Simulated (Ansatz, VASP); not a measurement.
# HfSi2P4 (HfSi2P4 monolayer) in two plane-wave programs

One calculation is typed for both programs; each brings its own data sets. How far apart do they land? Of the first pair: The structure shown is the start of the Ansatz relaxation below; VASP solves that cell, so the two are compared at the walk's first step.

Method: plane waves, with VASP 6.6.1 beside it; single point at PBE with D3(BJ), in Ansatz 0.2.0.

**1. Set-up**

The cell holds 7 atoms: 4 P, 2 Si and 1 Hf. Its edges and angles: a = 3.480 Å, b = 3.480 Å, c = 48.788 Å, α = 90.0°, β = 90.0°, γ = 120.0°. Vacuum lies along c.

**2. Ansatz: relaxation, PBE with D3(BJ)**

Ansatz runs on its PAW soft_1 files.

The two programs are compared at the cell with which this relaxation starts, whose forces are those of its first step.

input.yaml

```yaml
crystal:
  lattice:
    - [3.48, 0.0, 0.0]
    - [-1.74, 3.0137684052, 0.0]
    - [0.0, 0.0, 48.7875290589]
  atoms:
    - { symbol: P, position: [0.0, 0.0, 0.4089159747] }
    - { symbol: Si, position: [0.3333333333, 0.6666666667, 0.4221250417] }
    - { symbol: P, position: [0.3333333333, 0.6666666667, 0.465373799] }
    - { symbol: Hf, position: [0.0, 0.0, 0.5] }
    - { symbol: P, position: [0.3333333333, 0.6666666667, 0.534626201] }
    - { symbol: Si, position: [0.3333333333, 0.6666666667, 0.5778749583] }
    - { symbol: P, position: [0.0, 0.0, 0.5910840253] }
  periodic: [true, true, false]
kpoints:
  mp_grid: { grid: [12, 12, 1] }
hamiltonian:
  xc: pbe
  dispersion: d3bj
  pseudopotentials: { kind: paw, azcp: { folder: soft_1 } }
scf:
  occupations: { method: fermi_dirac, width: 0.05 }
  convergence: { dr2_threshold: 1.0e-09 }
relax:
  f_tol: 0.004
  max_steps: 90
  cell: {}
output:
  write_potential: true
  write_density: true
  volumetric_format: npy
```

On the command line:

```console
$ ansatz run input.yaml --threads 2 --pin off --max-ram 3072MiB --backend cpu --events-out ev --progress --plain --runs-dir out
```

Numbers of over 12 decimals in the logs are rounded to 6 here.

Log:

```text
Warning: relax.cell: scf.convergence.dr2_threshold = 1e-9 eV is looser than the 1.96222022977e-10 eV advised for a relaxation that steers and ends on the stress (1e-10 eV for each atom of the cell: 7, times the square of relax.cell.stress_2d_tol = 0.05 N/m over 18.9 Å (the atoms' height at the walk's start and 5 Å past either face), 2.647e-2 GPa, over a crystal's default 0.05). What an SCF threshold leaves in a stress goes as its square root, and in the free energy as the threshold itself, and one threshold admits the most on a small cell: [figures from the program's tests cut] Set scf.convergence.dr2_threshold to 1.96222022977e-10 eV or tighter. [rest of the remark cut]
Engine: ansatz 0.2.0, aarch64-unknown-linux-gnu
Pseudopotentials: kind: paw
Pseudopotential: P, paw, valence charge 5, recommended cutoff 420 eV (normal), soft_1/P.paw.azcp
Pseudopotential: Si, paw, valence charge 4, recommended cutoff 420 eV (normal), soft_1/Si.paw.azcp
Pseudopotential: Hf, paw, valence charge 26, recommended cutoff 420 eV (normal), soft_1/Hf.paw.azcp
Functional definition: PBE
  parameter kappa = 0.804
  parameter beta = 0.066725
  exchange = pbe_x(kappa = kappa, mu = beta*pi^2/3)
  correlation = pbe_c(beta = beta)
Crystal: 7 atoms, lattice volume = 511.679 Å³
Basis set: ecut = 420 eV, 9937 PW (Γ), exchange–correlation on 48×48×720 points (8 copies of the dense FFT grid, shifted against one another)
Bands: 34, of which v1, the nominal top of the filled ones, is band 27 counted from 1 (26 counted from 0)
Symmetry: 12 space group operations
Space group: P-6m2 (ITA 187), of the structure as read, at distance tolerance 8.0e-5 Å
k-points: 19 of 144 (time reversal used)
Non-local potential: P, projectors of the file, l = 0: 2, l = 1: 2, l = 2: 1
Non-local potential: Si, projectors of the file, l = 0: 2, l = 1: 2, l = 2: 1
Non-local potential: Hf, projectors of the file, l = 0: 3, l = 1: 2, l = 2: 2, l = 3: 3
PAW form: soft (Blöchl's): semilocal exchange-correlation on the pseudo side does not see the compensation charge
PAW one-centre angular grid: P, 110 points (default); XC on 64 Gauss nodes
PAW one-centre angular grid: Si, 110 points (default); XC on 64 Gauss nodes
PAW one-centre angular grid: Hf, 590 points (default); XC on 64 Gauss nodes
Initial density: superposition of atomic densities (neutral atoms: chi_scale 0, normalization atom)
Initial wavefunctions: pseudopotential atomic-orbital guess
Functional: x = pbe(κ = 0.804, μ = 0.219515), c = pbe(β = 0.066725)
SCF iter   1: F=—  HF=-20020.882035 eV  |F-HF|=—  |Δ(HF+E_count)|=         —  Δρ=2.75e-2  dr2=5.70e0  ethr=3.10e-3  ⟨swp⟩=15.4  Hψ=5518  notcnv=0  defer=6
preconditioner: auto → LDOS  [metal: Δε(μ)=0.097 eV  Ē_g=10.084 eV  σ=0.050 eV  W_gap=0.45  n_scr=28 (ndim 8)  ℏωp=11.1 eV  f_vac=0.728  D(μ)=1.00/eV (n_scr^D=8)  β→1.0]
SCF iter   2: F=—  HF=-20020.965859 eV  |F-HF|=—  |Δ(HF+E_count)|=   8.38e-2  Δρ=1.78e-2  dr2=2.07e1  ethr=3.10e-3  ⟨swp⟩=6.9  Hψ=2021  notcnv=0  defer=34  recentre
SCF iter   3: F=—  HF=-20019.508086 eV  |F-HF|=—  |Δ(HF+E_count)|=    1.46e0  Δρ=8.52e-3  dr2=6.63e-1  ethr=3.10e-3  ⟨swp⟩=6.4  Hψ=2187  notcnv=0  defer=8
SCF iter   4: F=—  HF=-20019.381658 eV  |F-HF|=—  |Δ(HF+E_count)|=   1.26e-1  Δρ=1.40e-3  dr2=3.79e-2  ethr=1.23e-3  ⟨swp⟩=4.2  Hψ=1404  notcnv=0  defer=20
SCF iter   5: F=—  HF=-20019.377599 eV  |F-HF|=—  |Δ(HF+E_count)|=   4.06e-3  Δρ=5.21e-4  dr2=6.55e-3  ethr=7.02e-5  ⟨swp⟩=3.2  Hψ=1429  notcnv=0  defer=20
SCF iter   6: F=—  HF=-20019.377217 eV  |F-HF|=—  |Δ(HF+E_count)|=   3.82e-4  Δρ=1.80e-4  dr2=4.75e-4  ethr=1.21e-5  ⟨swp⟩=3.0  Hψ=1298  notcnv=0  defer=20
SCF iter   7: F=—  HF=-20019.377205 eV  |F-HF|=—  |Δ(HF+E_count)|=   1.20e-5  Δρ=4.80e-5  dr2=7.59e-5  ethr=8.80e-7  ⟨swp⟩=3.7  Hψ=1565  notcnv=0  defer=20
SCF iter   8: F=—  HF=-20019.377181 eV  |F-HF|=—  |Δ(HF+E_count)|=   2.47e-5  Δρ=1.63e-5  dr2=4.40e-6  ethr=1.41e-7  ⟨swp⟩=3.4  Hψ=1311  notcnv=0  defer=20
SCF iter   9: F=—  HF=-20019.377212 eV  |F-HF|=—  |Δ(HF+E_count)|=   3.13e-5  Δρ=1.02e-5  dr2=7.97e-7  ethr=8.15e-9  ⟨swp⟩=3.2  Hψ=1539  notcnv=0  defer=20
SCF iter  10: F=—  HF=-20019.377212 eV  |F-HF|=—  |Δ(HF+E_count)|=   1.62e-7  Δρ=2.75e-6  dr2=3.38e-8  ethr=1.48e-9  ⟨swp⟩=2.9  Hψ=1290  notcnv=0  defer=20
SCF iter  11: F=—  HF=-20019.377212 eV  |F-HF|=—  |Δ(HF+E_count)|=   1.33e-7  Δρ=7.13e-7  dr2=3.10e-9  ethr=6.26e-11  ⟨swp⟩=4.1  Hψ=1743  notcnv=0  defer=20
[...]
SCF iter   5: F=—  HF=-20021.286474 eV  |F-HF|=—  |Δ(HF+E_count)|=   1.24e-8  Δρ=9.93e-7  dr2=1.05e-8  ethr=4.82e-10  ⟨swp⟩=3.2  Hψ=1271  notcnv=0
SCF iter   6: F=-20021.286474 eV  HF=-20021.286474 eV  |F-HF|=1.04e-8  |Δ(HF+E_count)|=   6.82e-9  Δρ=4.06e-7  dr2=8.63e-10  ethr=1.85e-12  ⟨swp⟩=11.5  Hψ=6683  notcnv=0
SCF 6 converged in 6 iterations: F = -20021.286474 eV  dr2 = 8.63e-10
relax step   6: F+E_penalty+E_count = -20021.28647364 eV  Δ(F+E_penalty+E_count) = -4.366e-5 eV  max|allowed force component| = 7.292e-4 eV/Å  Δτ_max = 0.0022 Å  P = -0.000 N/m  Ω = 543.299 Å³  energy of the carried Pulay correction = -6.772e-4 eV  fix = [c, alpha, beta]  reactions: c -0.000 N/m  (6 SCF iters, accepted)
Initial wavefunctions: pseudopotential atomic-orbital guess (no wavefunctions were taken with the density)
iter 1 solved again at ethr=2.33e-7 eV; its pass at ethr=3.10e-3 eV (dr2=1.26e-4 eV) is discarded
SCF iter   1: F=—  HF=-20021.285778 eV  |F-HF|=—  |Δ(HF+E_count)|=         —  Δρ=1.04e-4  dr2=1.68e-6  ethr=2.33e-7  ⟨swp⟩=6.6  Hψ=8778  notcnv=0
preconditioner: auto → LDOS  [metal: Δε(μ)=0.103 eV  Ē_g=9.851 eV  σ=0.050 eV  W_gap=0.47  n_scr=28 (ndim 8)  ℏωp=10.8 eV  f_vac=0.724  D(μ)=1.05/eV (n_scr^D=8)  β→1.0]
SCF iter   2: F=—  HF=-20021.287505 eV  |F-HF|=—  |Δ(HF+E_count)|=   1.73e-3  Δρ=2.47e-5  dr2=2.52e-6  ethr=3.11e-9  ⟨swp⟩=4.1  Hψ=1788  notcnv=0
SCF iter   3: F=—  HF=-20021.287501 eV  |F-HF|=—  |Δ(HF+E_count)|=   4.09e-6  Δρ=8.78e-6  dr2=5.73e-7  ethr=3.11e-9  ⟨swp⟩=3.3  Hψ=1375  notcnv=0
SCF iter   4: F=—  HF=-20021.287500 eV  |F-HF|=—  |Δ(HF+E_count)|=   7.44e-7  Δρ=1.49e-6  dr2=3.15e-8  ethr=1.06e-9  ⟨swp⟩=2.9  Hψ=1510  notcnv=0
SCF iter   5: F=-20021.287501 eV  HF=-20021.287500 eV  |F-HF|=7.98e-7  |Δ(HF+E_count)|=   2.55e-7  Δρ=5.55e-7  dr2=7.37e-10  ethr=1.85e-12  ⟨swp⟩=17.4  Hψ=7805  notcnv=0
SCF 7 converged in 5 iterations: F = -20021.287501 eV  dr2 = 7.37e-10
relax step   7: F+E_penalty+E_count = -20021.28750098 eV  Δ(F+E_penalty+E_count) = -1.027e-3 eV  max|allowed force component| = 1.433e-3 eV/Å  Δτ_max = 0.0000 Å  P = +0.016 N/m  Ω = 543.299 Å³  fix = [c, alpha, beta]  reactions: c +0.000 N/m  stress off target by 1.60e-2 N/m on what of the cell is left free  SCF on the basis re-selected at this cell (its energy is not comparable with the rows above)  (5 SCF iters)
basis re-selected at this cell: Δ(F+E_penalty+E_count) = -1.027e-3 eV, ΔP = +0.016 N/m vs the last step (what re-selecting the basis moved, of the pressure what is left beyond the Pulay correction that the steps carried, after the strain that the cell walked since its last selection, with what the two solves' SCF thresholds leave and, on support functions, any second-order correction that the steps lacked; it is no m [...]
WARN: The input density's exchange-correlation potential varies sharply where the density is thin. Do not read a vacuum level from v_tot or v_xc, or from such a field of the output density. On a cell that repeats whose density bears no net charge and no dipole along the vacuum's axis use v_es (v_loc + v_h of the components); under efield.dipole_correction with no amplitude use v_es + v_field, which holds any external [...]
SCF converged after 5 iterations
Free energy (F): -20021.287501 eV
Harris-Foulkes:  -20021.287500 eV  (|F-HF|=7.98e-7)
Internal energy: -20021.278782 eV  (E = F + TS)
E sigma→0 (E₀):  -20021.283141 eV
Entropy (-TS):   -0.008719 eV (-1.246 meV/atom)
Fermi energy:    -5.512956 eV
--- Per-component energies (eV) ---
  E_band       = -924.474986
  E_kinetic    = 767.161502
  E_local      = -227559.873109  (includes V_loc(G=0)·N_el)
  E_nonlocal   = 234.408885
  E_hartree    = 113161.389856
  E_xc         = -671.711952
  E_vxc        = -595.235395  (∫ρ·V_xc dr)
  E_paw        = -10953.529493  (= ΣΔE_a)
  E_vpaw       = -93.725718  (= ΣTr[D̂ρ^β])
  E_aug_tail   = 0.000154  (compensation charges beyond the density's cutoff)
  E_ewald      = 105003.100050
  E_disp       = -2.224675  (pairwise vdW)
  E_smearing   = -0.008719  (= −TS)
  E_closure    = 0.000000  (closes the sum)
  Σ components = -20021.287501   (vs F -20021.287501, Δ=0.00e0)
--- Forces (eV/Å), atoms counted from 1 ---
  atom   1  P      0.00000000     0.00000000     0.00010876
  atom   2  Si     0.00000000    -0.00000000    -0.00066244
  atom   3  P     -0.00000000     0.00000000     0.00143289
  atom   4  Hf    -0.00000000     0.00000000    -0.00000000
  atom   5  P     -0.00000000     0.00000000    -0.00143289
  atom   6  Si     0.00000000    -0.00000000     0.00066244
  atom   7  P      0.00000000     0.00000000    -0.00010876
  max |Σ_I F_I| component: 5.74e-16 eV/Å
--- 2D stress c σ (N/m, compression-positive) ---
        0.016040       0.000000       0.000000
        0.000000       0.016040       0.000000
        0.000000       0.000000       0.000000
  P = ½ c Tr σ = 0.0160 N/m
--- Band table (eV; the first three rows and the last of 19) ---
  k-point 0: bands = [... 23 lower, -6.5574, -6.3961, -5.4363, -5.4363, -4.6569, -3.0385, -2.8648, -2.5899, ... 3 higher]
  k-point 1: bands = [... 23 lower, -6.5749, -6.4215, -5.6455, -5.5754, -4.5860, -2.8524, -2.8323, -2.4041, ... 3 higher]
  k-point 2: bands = [... 23 lower, -6.5703, -6.4331, -6.1519, -5.9086, -4.6967, -3.2246, -3.1554, -2.1228, ... 3 higher]
  k-point 18: bands = [... 23 lower, -8.2295, -7.9555, -6.8443, -6.0218, -4.0632, -3.1523, -3.1521, -2.6351, ... 3 higher]
  the weakly bound empty levels are not read free of the cell's end (no_gap_told)
--- Relaxed structure (6 steps of the walk, 6 accepted, 1 SCFs on fresh bases) ---
  F+E_penalty+E_count = -20021.28750098 eV   max|allowed force component| = 1.433e-3 eV/Å   (the final SCF, on the basis selected at the relaxed cell)
  cell:  # Å, volume = 543.2990 Å³
    - [3.585913, 0, 0.0]
    - [-1.792956, 3.105492, 0.0]
    - [0.0, 0.0, 48.7875290589]
  atoms:
    - { symbol: P, position: [1.0573552618554969e-17, -5.135725556199063e-17, 0.402924] }
    - { symbol: Si, position: [0.333333, 0.666667, 0.423001] }
    - { symbol: P, position: [0.333333, 0.666667, 0.468687] }
    - { symbol: Hf, position: [1.0573552618555006e-17, -5.135725556199063e-17, 0.5] }
    - { symbol: P, position: [0.333333, 0.666667, 0.531313] }
    - { symbol: Si, position: [0.333333, 0.666667, 0.576999] }
    - { symbol: P, position: [1.0573552618554969e-17, -5.135725556199063e-17, 0.597076] }
```

**3. VASP: single point, PBE with D3(BJ), start cell, pair 1**

The same cell, functional, mesh and smearing now go to VASP, with its own data sets.

Lines of VASP's logs that name or quote its potential files are left out, and so is its time.

INCAR

```
SYSTEM = HfSi2P4
PREC = Accurate
ENCUT = 400
EDIFF = 1E-06
NELM = 120
ISMEAR = -1
SIGMA = 0.05
LREAL = .FALSE.
ALGO = Normal
GGA = PE
IVDW = 12
NBANDS = 26
LASPH = .TRUE.
LORBIT = 11
LWAVE = .FALSE.
LCHARG = .FALSE.
ISIF = 2
LDIPOL = .TRUE.
IDIPOL = 3
DIPOL = 0.5 0.5 0.5
LVHAR = .TRUE.
GGA_COMPAT = .FALSE.
NELMDL = -8
KPAR = 2
```

POSCAR

```
HfSi2P4
1.0
    3.4800000000      0.0000000000      0.0000000000
   -1.7400000000      3.0137680000      0.0000000000
    0.0000000000      0.0000000000     48.7875290000
P Si Hf
4 2 1
Direct
    0.0000000000      0.0000000000      0.4089159854
    0.3333333333      0.6666666667      0.4653738151
    0.3333333333      0.6666666667      0.5346262053
    0.0000000000      0.0000000000      0.5910840350
    0.3333333333      0.6666666667      0.4221250578
    0.3333333333      0.6666666667      0.5778749626
    0.0000000000      0.0000000000      0.5000000102
```

KPOINTS

```
Automatic mesh
0
Gamma
12 12 1
0 0 0
```

Potentials, in the order of the species: P, Si and Hf_pv (PBE family, release 64).

On the command line:

```console
$ mpirun -np 2 vasp_std
```

Log:

```text
[banner, memory and clock lines left out]
running    2 mpi-ranks, on    1 nodes
 distrk:  each k-point on    1 cores,    2 groups
 distr:  one band on    1 cores,    1 groups

 POSCAR found type information on POSCAR P SiHf
 POSCAR found :  3 types and       7 ions
 LDA part: xc-table for (Slater+PW92), standard interpolation
 POSCAR, INCAR and KPOINTS ok, starting setup
 FFT: planning ... GRIDC
 FFT: planning ... GRID_SOFT
 FFT: planning ... GRID
 WAVECAR not read
 entering main loop
       N       E                     dE             d eps       ncg     rms          rms(c)
DAV:   1     0.200269933720E+03    0.20027E+03   -0.13120E+04  1204   0.859E+02
DAV:   2    -0.235286153666E+02   -0.22380E+03   -0.21950E+03  1430   0.189E+02
DAV:   3    -0.443648140608E+02   -0.20836E+02   -0.20692E+02  1234   0.593E+01
DAV:   4    -0.449292689904E+02   -0.56445E+00   -0.56249E+00  1488   0.114E+01
DAV:   5    -0.449452173523E+02   -0.15948E-01   -0.15940E-01  1528   0.158E+00
DAV:   6    -0.449455050971E+02   -0.28774E-03   -0.28770E-03  1512   0.210E-01
DAV:   7    -0.449455196408E+02   -0.14544E-04   -0.14543E-04  1544   0.363E-02
DAV:   8    -0.449455199582E+02   -0.31746E-06   -0.31773E-06  1200   0.472E-03    0.496E+01
DAV:   9    -0.430194898832E+02    0.19260E+01   -0.66771E+00  1098   0.913E+00    0.356E+01
DAV:  10    -0.434782273271E+02   -0.45874E+00   -0.74263E+00  1320   0.108E+01    0.169E+01
DAV:  11    -0.427879018801E+02    0.69033E+00   -0.88494E+00  1330   0.927E+00    0.433E+00
DAV:  12    -0.427204715307E+02    0.67430E-01   -0.46595E-01  1304   0.278E+00    0.261E+00
DAV:  13    -0.427088658721E+02    0.11606E-01   -0.52544E-02  1444   0.120E+00    0.938E-01
DAV:  14    -0.427042716549E+02    0.45942E-02   -0.17761E-02  1370   0.675E-01    0.823E-01
DAV:  15    -0.427035195404E+02    0.75211E-03   -0.56599E-03  1520   0.371E-01    0.330E-01
DAV:  16    -0.427035539276E+02   -0.34387E-04   -0.69594E-04  1258   0.131E-01    0.243E-01
DAV:  17    -0.427032633171E+02    0.29061E-03   -0.20304E-03  1296   0.147E-01    0.158E-01
DAV:  18    -0.427032584850E+02    0.48321E-05   -0.16764E-04  1286   0.606E-02    0.133E-01
DAV:  19    -0.427032587120E+02   -0.22697E-06   -0.85101E-06  1502   0.129E-02
   1 F= -.45139226E+02 E0= -.45129482E+02  d E =-.194888E-01
```

OUTCAR, selected parts (step 3):

```text
ion  position               nearest neighbor table
   1  0.000  0.000  0.409-   5 2.11   5 2.11   5 2.11
   2  0.333  0.667  0.465-   5 2.11   7 2.62   7 2.62   7 2.62
   3  0.333  0.667  0.535-   6 2.11   7 2.62   7 2.62   7 2.62
   4  0.000  0.000  0.591-   6 2.11   6 2.11   6 2.11
   5  0.333  0.667  0.422-   1 2.11   2 2.11   1 2.11   1 2.11
   6  0.333  0.667  0.578-   4 2.11   3 2.11   4 2.11   4 2.11
   7  0.000  0.000  0.500-   2 2.62   3 2.62   2 2.62   3 2.62   2 2.62   3 2.62

  LATTYP: Found a hexagonal cell.
 ALAT       =     3.4800000000
 C/A-ratio  =    14.0194048851

 Subroutine GETGRP returns: Found 12 space group operations
 (whereof 12 operations were pure point group operations)

The static configuration has the point symmetry D_3h.

 Found     19 irreducible k-points:

   k-points           NKPTS =     19   k-points in BZ     NKDIM =     19   number of bands    NBANDS=     26

   dimension x,y,z NGX =    24 NGY =   24 NGZ =  320
   dimension x,y,z NGXF=    48 NGYF=   48 NGZF=  640

   ENCUT  =  400.0 eV  29.40 Ry    5.42 a.u.   5.67  5.67 79.56*2*pi/ulx,y,z

   NELECT =      38.0000    total number of electrons

 k-points in reciprocal lattice and weights: Automatic mesh
   0.00000000  0.00000000  0.00000000       0.007
   0.08333333  0.00000000  0.00000000       0.042
   0.16666667 -0.00000000  0.00000000       0.042
   0.25000000 -0.00000000  0.00000000       0.042
   0.33333333 -0.00000000  0.00000000       0.042
   0.41666667 -0.00000000  0.00000000       0.042
   0.50000000 -0.00000000  0.00000000       0.021
   0.08333333  0.08333333  0.00000000       0.042
   0.16666667  0.08333333  0.00000000       0.083
[...]
0.33333333  0.25000000  0.00000000       0.083
   0.33333333  0.33333333  0.00000000       0.014

 dipolmoment           0.000000      0.000000     -0.000015 electrons x Angstroem

 average (electrostatic) potential at core
       1 -90.9432       2 -89.8757       3 -89.8758       4 -90.9434       5 -92.5135
       6 -92.5137       7 -44.1958

 E-fermi :  -2.1413

 k-point     1 :       0.0000    0.0000    0.0000
  band No.  band energies     occupation
    ...
     13      -5.0674      2.00000
     14      -4.8637      2.00000
     15      -3.3153      2.00000
     16      -2.8945      2.00000
     17      -2.8945      2.00000
     18      -1.8646      0.00787
     19      -1.8646      0.00787
     20      -1.7713      0.00122
     21      -0.1682      0.00000
     22      -0.1682      0.00000
    ...

 k-point     2 :       0.0833    0.0000    0.0000
  band No.  band energies     occupation
    ...
     14      -4.7637      2.00000
     15      -3.2823      2.00000
     16      -3.2549      2.00000
     17      -2.8146      2.00000
     18      -2.1708      1.28740
     19      -1.9991      0.11007
     20      -1.6732      0.00017
     21      -0.2876      0.00000
     22      -0.1880      0.00000
     23       0.1277      0.00000
    ...

 k-point     3 :       0.1667   -0.0000    0.0000
  band No.  band energies     occupation
    ...
     15      -4.0167      2.00000
     16      -3.4336      2.00000
     17      -2.8292      2.00000
     18      -2.6130      1.99984
     19      -2.3458      1.96710
     20      -1.7786      0.00141
     21      -0.6547      0.00000
     22      -0.6075      0.00000
     23       0.7401      0.00000
     24       1.0155      0.00000
    ...

 Edisp (eV)   -2.43597

  Total      10.12896    10.12896    10.06932    -0.00000    -0.00000     0.00000
  in kB      31.71593    31.71593    31.52920    -0.00000    -0.00000     0.00000
  external pressure =       31.65 kB  Pullay stress =        0.00 kB

  energy-cutoff  :      400.00
  volume of cell :      511.68
      direct lattice vectors                 reciprocal lattice vectors
     3.480000000  0.000000000  0.000000000     0.287356322  0.165905272  0.000000000
    -1.740000000  3.013768000  0.000000000     0.000000000  0.331810544  0.000000000
     0.000000000  0.000000000 48.787529000     0.000000000  0.000000000  0.020497041

 POSITION                                       TOTAL-FORCE (eV/Angst)
 -----------------------------------------------------------------------------------
      0.00000      0.00000     19.95000        -0.000000     -0.000000     -3.510047
     -0.00000      2.00918     22.70444        -0.000000     -0.000000      3.207270
     -0.00000      2.00918     26.08309        -0.000000     -0.000000     -3.207270
      0.00000      0.00000     28.83753        -0.000000     -0.000000      3.510047
     -0.00000      2.00918     20.59444         0.000000      0.000000      1.352234
     -0.00000      2.00918     28.19309         0.000000      0.000000     -1.352234
      0.00000      0.00000     24.39376         0.000000      0.000000      0.000000
 -----------------------------------------------------------------------------------
    total drift:                                0.000000     -0.000004     -0.001427

  FREE ENERGIE OF THE ION-ELECTRON SYSTEM (eV)
  ---------------------------------------------------
  free  energy   TOTEN  =       -45.1392262931 eV

  energy  without entropy=      -45.1197375252  energy(sigma->0) =      -45.12948191

 vacuum level on the upper side and lower side of the slab         2.893         2.893

 total charge
# of ion       s       p       d       tot
------------------------------------------
    1        1.018   1.675   0.000   2.693
    2        1.027   1.576   0.000   2.603
    3        1.027   1.576   0.000   2.603
    4        1.018   1.675   0.000   2.693
    5        0.738   1.015   0.000   1.753
    6        0.738   1.015   0.000   1.753
    7        0.301   6.473   1.623   8.397
--------------------------------------------------
tot          5.867  15.005   1.623  22.495

[... 3 further parts left out ...]
```

(Part 1 of 2 ends here.)

[Lines on the potential files, build, host, timing and source positions are cut from VASP's logs without a mark.]

[Logs are printed without paths, hosts, clocks, repeated set-up lines and the standing remarks that a program may print on its own settings, such as how far it seeks lower states.]

[Hosts, paths, dates, database ids (printed as entryN), source tags and the programs' standing remarks are cut or masked in the printed files.]
